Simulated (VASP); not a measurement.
# F3TiCl in VASP: settings compared

Aim: see how the results for F3TiCl move with the level of theory and the settings. Levels: PBE, PBE+TS. Tasks: single point, relaxation of the atoms, atomic charges, electron localisation function.

All numbers are computed with VASP 6.6.1; they aren't measurements. Logs are shortened: lines on timing, memory, paths and dates and some standing lists are left out, and cuts for length are marked.

### 1 The structure

The cell holds a molecule in a box, 5 atoms: a = 12.000 Å, b = 13.000 Å, c = 12.000 Å, α = 90.00°, β = 90.00°, γ = 90.00°.

### 2 Single point, PBE (atoms moved at random, drawn with an rms of 0.05 Å)

Contents of INCAR:

```
SYSTEM = TiClF3
PREC = Accurate
ENCUT = 520
EDIFF = 1E-6
ISMEAR = 0
SIGMA = 0.01
LREAL = .False.
LASPH = .True.
NELM = 80
ALGO = Fast
ISIF = 2
LWAVE = .False.
LCHARG = .False.
GGA = PE
NBANDS = 28
```

Contents of KPOINTS:

```
regular mesh
0
Gamma
  1 1 1
  0 0 0
```

Contents of POSCAR:

```
TiClF3
1.0
   12.0000000000      0.0000000000      0.0000000000
    0.0000000000     13.0000000000      0.0000000000
    0.0000000000      0.0000000000     12.0000000000
F Ti Cl
3 1 1
Direct
    0.3976650000      0.4374550000      0.6159490000
    0.6093500000      0.4104860000      0.5128060000
    0.4120480000      0.3850520000      0.3845500000
    0.4738880000      0.4545590000      0.4980160000
    0.4727540000      0.6163390000      0.4589100000
```

Potentials or basis: VASP PAW PBE potentials, release 64 (F, Ti_sv, Cl).

Run with:

```
$ cat potpaw_PBE.64/F/POTCAR potpaw_PBE.64/Ti_sv/POTCAR potpaw_PBE.64/Cl/POTCAR > POTCAR
$ mpirun -np 1 vasp_gam > vasp.out
```

OUTCAR:

```text
SYSTEM = TiClF3
   PREC = Accurate
   ENCUT = 520
   EDIFF = 1E-6
   ISMEAR = 0
   LREAL = .False.
   LASPH = .True.
   NELM = 80
   ISIF = 2
   GGA = PE

 ion  position               nearest neighbor table
   1  0.398  0.437  0.616-   4 1.70
   2  0.609  0.410  0.513-   4 1.73
   3  0.412  0.385  0.385-   4 1.79
   4  0.474  0.455  0.498-   1 1.70   2 1.73   3 1.79   5 2.15
   5  0.473  0.616  0.459-   4 2.15

  LATTYP: Found a simple tetragonal cell.
 ALAT       =    12.0000000000
 C/A-ratio  =     1.0833333333

  Lattice vectors:

 A1 = ( -12.0000000000,   0.0000000000,   0.0000000000)
 A2 = (   0.0000000000,   0.0000000000,  12.0000000000)
 A3 = (   0.0000000000,  13.0000000000,   0.0000000000)

Analysis of symmetry for initial positions (statically):
=====================================================================
 Subroutine PRICEL returns:
 Original cell was already a primitive cell.

 Routine SETGRP: Setting up the symmetry group for a
 simple tetragonal supercell.

 Subroutine GETGRP returns: Found  1 space group operations
 (whereof  1 operations were pure point group operations)
 out of a pool of 16 trial point group operations.

The static configuration has the point symmetry C_1 .

Analysis of symmetry for dynamics (positions and initial velocities):
=====================================================================
 Subroutine PRICEL returns:
 Original cell was already a primitive cell.

 Routine SETGRP: Setting up the symmetry group for a
 simple tetragonal supercell.

 Subroutine GETGRP returns: Found  1 space group operations
 (whereof  1 operations were pure point group operations)
 out of a pool of 16 trial point group operations.

The dynamic configuration has the point symmetry C_1 .

 Subroutine INISYM returns: Found  1 space group operations
 (whereof  1 operations are pure point group operations),
 and found     1 'primitive' translations

----------------------------------------------------------------------------------------

                                     Primitive cell

  volume of cell :    1872.0000

  direct lattice vectors                    reciprocal lattice vectors
    12.000000000  0.000000000  0.000000000     0.083333333  0.000000000  0.000000000
     0.000000000 13.000000000  0.000000000     0.000000000  0.076923077  0.000000000
     0.000000000  0.000000000 12.000000000     0.000000000  0.000000000  0.083333333

  length of vectors
    12.000000000 13.000000000 12.000000000     0.083333333  0.076923077  0.083333333

  position of ions in fractional coordinates (direct lattice)
     0.397665000  0.437455000  0.615949000
     0.609350000  0.410486000  0.512806000
     0.412048000  0.385052000  0.384550000
     0.473888000  0.454559000  0.498016000
     0.472754000  0.616339000  0.458910000

  ion indices of the primitive-cell ions
   primitive index   ion index
                 1           1
                 2           2
                 3           3
                 4           4
                 5           5

----------------------------------------------------------------------------------------

 KPOINTS: regular mesh

Automatic generation of k-mesh.
 Grid dimensions read from file:
 generate k-points for:    1    1    1

 Generating k-lattice:

  Cartesian coordinates                     Fractional coordinates (reciprocal lattice)
     0.083333333  0.000000000  0.000000000     1.000000000  0.000000000  0.000000000
     0.000000000  0.076923077  0.000000000     0.000000000  1.000000000  0.000000000
     0.000000000  0.000000000  0.083333333     0.000000000  0.000000000  1.000000000

  Length of vectors
     0.083333333  0.076923077  0.083333333

  Shift w.r.t. Gamma in fractional coordinates (k-lattice)
     0.000000000  0.000000000  0.000000000

 Subroutine IBZKPT returns following result:
 ===========================================

 Found      1 irreducible k-points:

 Following reciprocal coordinates:
            Coordinates               Weight
  0.000000  0.000000  0.000000      1.000000
   k-points           NKPTS =      1   k-points in BZ     NKDIM =      1   number of bands    NBANDS=     28
   number of dos      NEDOS =    301   number of ions     NIONS =      5
   total plane-waves  NPLWV = 793800
   dimension x,y,z NGX =    90 NGY =   98 NGZ =   90
   dimension x,y,z NGXF=   180 NGYF=  196 NGZF=  180
   ions per type =               3   1   1
   NGX,Y,Z   is equivalent  to a cutoff of  12.47, 12.53, 12.47 a.u.
   NGXF,Y,Z  is equivalent  to a cutoff of  24.94, 25.06, 24.94 a.u.
 SYSTEM =  TiClF3
   PREC   = accura    normal or accurate (medium, high low for compatibility)
   ISTART =      0    job   : 0-new  1-cont  2-samecut
   ICHARG =      2    charge: 1-file 2-atom 10-const
   ISPIN  =      1    spin polarized calculation?
   LNONCOLLINEAR =      F non collinear calculations
   LSORBIT =      F    spin-orbit coupling
   LASPH  =      T    aspherical Exc in radial PAW
   ENCUT  =  520.0 eV  38.22 Ry    6.18 a.u.  22.31 24.17 22.31*2*pi/ulx,y,z
   NELM   =     80;   NELMIN=  2; NELMDL= -5     # of ELM steps
   EDIFF  = 0.1E-05   stopping-criterion for ELM
   LREAL  =      F    real-space projection
   EDIFFG = 0.1E-04   stopping-criterion for IOM
   NSW    =      0    number of steps for IOM
   IBRION =     -1    ionic relax: 0-MD 1-quasi-New 2-CG
   NFREE  =      0    steps in history (QN), initial steepest desc. (CG)
   ISIF   =      2    stress and relaxation
   ISYM   =      2    0-nonsym 1-usesym 2-fastsym
   POTIM  = 0.5000    time-step for ionic-motion
   TEBEG  =    0.0;   TEEND  =   0.0 temperature during run
   PSTRESS=    0.0 pullay stress
   NELECT =      40.0000    total number of electrons
   NUPDOWN=      -1.0000    fix difference up-down
   EMIN   =  10.00;   EMAX   =-10.00  energy-range for DOS
   EFERMI =   0.00;   METHOD = LEGACY
   ISMEAR =     0;   SIGMA  =   0.01  broadening in eV -4-tet -1-fermi 0-gaus
   EFERMI_NEDOS =   21; number of points for ismear=-14 and -15
   IALGO  =     68    algorithm
   IMIX   =      4    mixing-type and parameters
     AMIX     =   0.40;   BMIX     =  1.00
     AMIX_MAG =   1.60;   BMIX_MAG =  1.00
  volume/ion in A,a.u.               =     374.40      2526.58
  Fermi-wavevector in a.u.,A,eV,Ry     =   0.454283  0.858470  2.807872  0.206373
  Thomas-Fermi vector in A             =   1.437199
   LORBIT       =      0    0 simple, 1 ext, 2 COOP (PROOUT), +10 PAW based schemes
   GGA     = PE    functional components
   LHFCALC =     F    Hartree Fock is set to
   AEXX    =    0.0000 exact exchange contribution
   IVDW    =     0    specifies the selected vdW correction
   LEPSILON=     F    determine dielectric tensor
   LRPA    =     F    only Hartree local field effects (RPA)
 non-spin polarized calculation
 RMM-DIIS sequential band-by-band and
 Gauss-broadening in eV      SIGMA  =   0.01
  energy-cutoff  :      520.00
  volume of cell :     1872.00
 maximum number of plane-waves:     25235
 NGX is ok and might be reduce to    90
   NGX = 45   NGY = 49   NGZ = 45

 number of electron      40.0000014 magnetization

 Free energy of the ion-electron system (eV)
  ---------------------------------------------------
  ext. energy  EPLUGINS =         0.00000000
  ---------------------------------------------------
  free energy    TOTEN  =       -29.28851117 eV

  energy without entropy =      -29.28851117  energy(sigma->0) =      -29.28851117

 E-fermi :  -8.3311     XC(G=0):  -0.7572

 val. band max:       -8.4776813358   @ k =   0.0000   0.0000   0.0000
 cond. band min:      -3.8912581132   @ k =   0.0000   0.0000   0.0000
 fundamental gap:      4.5864232226
 Fermi energy:        -8.3311495595

 k-point     1 :       0.0000    0.0000    0.0000
  band No.  band energies     occupation
      1     -64.0065      2.00000
      2     -40.6852      2.00000
      3     -40.4772      2.00000
      4     -40.2691      2.00000
      5     -29.4400      2.00000
      6     -29.0580      2.00000
[... 20 lines left out ...]
     27       0.4980      0.00000
     28       0.7135      0.00000

------------------------ aborting loop because EDIFF is reached ----------------------------------------

  FORCE on cell =-STRESS in cart. coord.  units (eV):
  Direction    XX          YY          ZZ          XY          YZ          ZX
  --------------------------------------------------------------------------------------
  -------------------------------------------------------------------------------------
  Total        2.4796786      1.3252172      2.0436193     -0.4086757     -1.2974530     -1.6850921
  in kB        2.1222675      1.1342056      1.7490601     -0.3497708     -1.1104432     -1.4422096
  external PRESSURE =       1.6685111 kB  Pullay stress =       0.0000000 kB

 VOLUME and BASIS-vectors are now :
 -----------------------------------------------------------------------------
  energy-cutoff  :      520.00
  volume of cell :     1872.00
      direct lattice vectors                 reciprocal lattice vectors
    12.000000000  0.000000000  0.000000000     0.083333333  0.000000000  0.000000000
     0.000000000 13.000000000  0.000000000     0.000000000  0.076923077  0.000000000
     0.000000000  0.000000000 12.000000000     0.000000000  0.000000000  0.083333333

 POSITION                                       TOTAL-FORCE (eV/Angst)
 -----------------------------------------------------------------------------------
      4.77198      5.68691      7.39139        -1.139572     -0.389154      1.912408
      7.31220      5.33632      6.15367         1.051793     -0.339970      0.253608
      4.94458      5.00568      4.61460         0.176714      0.270961      0.466549
      5.68666      5.90927      5.97619        -0.136559     -0.222656     -2.485963
      5.67305      8.01241      5.50692         0.047624      0.680819     -0.146602
 -----------------------------------------------------------------------------------
    total drift:                               -0.002249     -0.001187      0.004059

  FREE ENERGIE OF THE ION-ELECTRON SYSTEM (eV)
  ---------------------------------------------------
  free  energy   TOTEN  =       -29.2885111660 eV

  energy  without entropy=      -29.2885111660  energy(sigma->0) =      -29.28851117
```

Run time: 6.1 min. Hardware: 1 thread of AMD EPYC 7R43 (Zen 3), shared host; peak memory 1.3 GiB.

What came out:

| Item | Value |
| --- | --- |
| Free energy | -29.2885 eV |
| Largest force | 2.500 eV/Å |
| Gap between the frontier levels | 4.59 eV |

Forces on the atoms (eV/Å):
```
F   -1.140 -0.389  1.912
F    1.052 -0.340  0.254
F    0.177  0.271  0.467
Ti  -0.137 -0.223 -2.486
Cl   0.048  0.681 -0.147
```

### 3 Relaxation of the atoms, PBE (atoms moved at random, drawn with an rms of 0.02 Å)

Contents of INCAR:

```
  ALGO = Normal
  EDIFF = 1E-6
  EDIFFG = -0.01
  ENCUT = 520
  GGA = PE
  IBRION = 2
  ISIF = 2
  ISMEAR = 0
  LASPH = T
  LCHARG = F
  LREAL = F
  LWAVE = F
  NELM = 60
  NSW = 40
  PREC = Accurate
  SIGMA = 0.01
```

Contents of KPOINTS:

```
k-points
0
Gamma
  1 1 1
```

Contents of POSCAR:

```
TiClF3
1.0
   12.0000000000      0.0000000000      0.0000000000
    0.0000000000     13.0000000000      0.0000000000
    0.0000000000      0.0000000000     12.0000000000
F Ti Cl
3 1 1
Direct
    0.3955700000      0.4332920000      0.6175160000
    0.6057310000      0.4114140000      0.5147760000
    0.4094350000      0.3843940000      0.3882280000
    0.4683500000      0.4537320000      0.4974000000
    0.4706240000      0.6174950000      0.4575710000
```

Potentials or basis: VASP PAW PBE potentials, release 64 (F, Ti_sv, Cl).

Run with:

```
$ cat potpaw_PBE.64/F/POTCAR potpaw_PBE.64/Ti_sv/POTCAR potpaw_PBE.64/Cl/POTCAR > POTCAR
$ mpirun -np 1 vasp_gam > vasp.out
```

Wall time 38 min (1 thread of AMD EPYC 7R43 (Zen 3), shared host); peak memory 1.4 GiB.

The run converged. Its results:

* Free energy: -29.4055 eV
* Energy gained by relaxing: 15.2 meV/atom
* Ionic steps: 17
* Largest force after relaxing: 0.007 eV/Å
* Gap between the frontier levels: 4.38 eV

Forces on the atoms (eV/Å):
```
F    0.003 -0.006  0.002
F   -0.001 -0.004  0.003
F    0.000  0.004 -0.002
Ti  -0.001  0.007  0.000
Cl  -0.001 -0.001 -0.002
```

Step by step:
```tsv
step	energy change (eV)	largest force (eV/Å)	pressure (GPa)
1	0.0000	2.0208	0.17
2	0.0976	2.9493	-0.11
3	-0.0649	0.4750	0.05
4	-0.0707	0.4822	-0.04
5	-0.0741	0.2563	-0.01
6	-0.0748	0.1535	-0.01
7	-0.0751	0.0356	-0.01
8	-0.0753	0.0330	-0.01
9	-0.0755	0.0825	-0.02
10	-0.0755	0.0722	-0.02
11	-0.0757	0.0401	-0.02
12	-0.0757	0.0316	-0.01
13	-0.0757	0.0248	-0.01
14	-0.0757	0.0171	-0.01
15	-0.0758	0.0138	-0.01
16	-0.0758	0.0112	-0.01
17	-0.0758	0.0071	-0.01
```

Final structure:
```
F Ti Cl
1.0
    12.00000    0.00000    0.00000
     0.00000   13.00000    0.00000
     0.00000    0.00000   12.00000
F Ti Cl
3 1 1
Direct
  0.39344 0.43288 0.62025
  0.60832 0.41096 0.51528
  0.40784 0.38432 0.38645
  0.46992 0.45383 0.49659
  0.47019 0.61834 0.45692
```

Levels at points of the mesh, in eV from the valence-band top:
| k point | band 18 | band 19 | band 20 | band 21 | band 22 | band 23 |
| --- | --- | --- | --- | --- | --- | --- |
| (0.00, 0.00, 0.00) | -1.11 | 0.00 | 0.00 | 4.38 | 4.38 | 5.18 |

### 4 Atomic charges, PBE+TS

Contents of INCAR:

```
PREC = Accurate ; ENCUT = 520
EDIFF = 1E-6 ; ISMEAR = 0
SIGMA = 0.01 ; LREAL = F
LASPH = T ; NELM = 80
ALGO = Normal ; ISIF = 2
LWAVE = F ; LCHARG = T
GGA = PE ; IVDW = 2
LORBIT = 11 ; LELF = T
LVHAR = T ; LVACPOTAV = T
```

Contents of KPOINTS:

```
regular mesh
0
Gamma
  1 1 1
```

Contents of POSCAR:

```
TiClF3
1.0
   12.0000000000      0.0000000000      0.0000000000
    0.0000000000     13.0000000000      0.0000000000
    0.0000000000      0.0000000000     12.0000000000
F Ti Cl
3 1 1
Direct
    0.3956500000      0.4322000000      0.6178875000
    0.6065166700      0.4117153800      0.5144291700
    0.4094500000      0.3858615400      0.3877791700
    0.4704500000      0.4539153800      0.4962958300
    0.4701250000      0.6173692300      0.4576375000
```

Run with:

```
$ cat potpaw_PBE.64/F/POTCAR potpaw_PBE.64/Ti_sv/POTCAR potpaw_PBE.64/Cl/POTCAR > POTCAR
$ mpirun -np 1 vasp_gam > vasp.out
```

It took 6 min on 1 thread of AMD EPYC 7R43 (Zen 3), shared host; peak memory 1.3 GiB.

The run converged. Its results:

* Free energy: -29.3857 eV
* Largest force: 1.013 eV/Å
* Gap between the frontier levels: 4.58 eV
* Valence electrons inside the program's atomic spheres: F 6.07; Ti 10.53; Cl 5.14
* Hirshfeld charges: F -0.22; Ti +0.82; Cl -0.15 e
* Dispersion energy per atom: -0.005 eV

Forces on the atoms (eV/Å):
```
F   -0.519 -0.171  0.850
F    0.951 -0.326  0.127
F   -0.426 -0.521 -0.756
Ti  -0.005  0.630 -0.137
Cl  -0.001  0.388 -0.084
```

Levels at points of the mesh, in eV from the valence-band top:
```tsv
k point	band 17	band 18	band 19	band 20	band 21	band 22	band 23	band 24
(0.00, 0.00, 0.00)	-1.72	-1.09	0.00	0.00	4.58	4.58	5.39	5.95
```

[end of part 1 of 2]
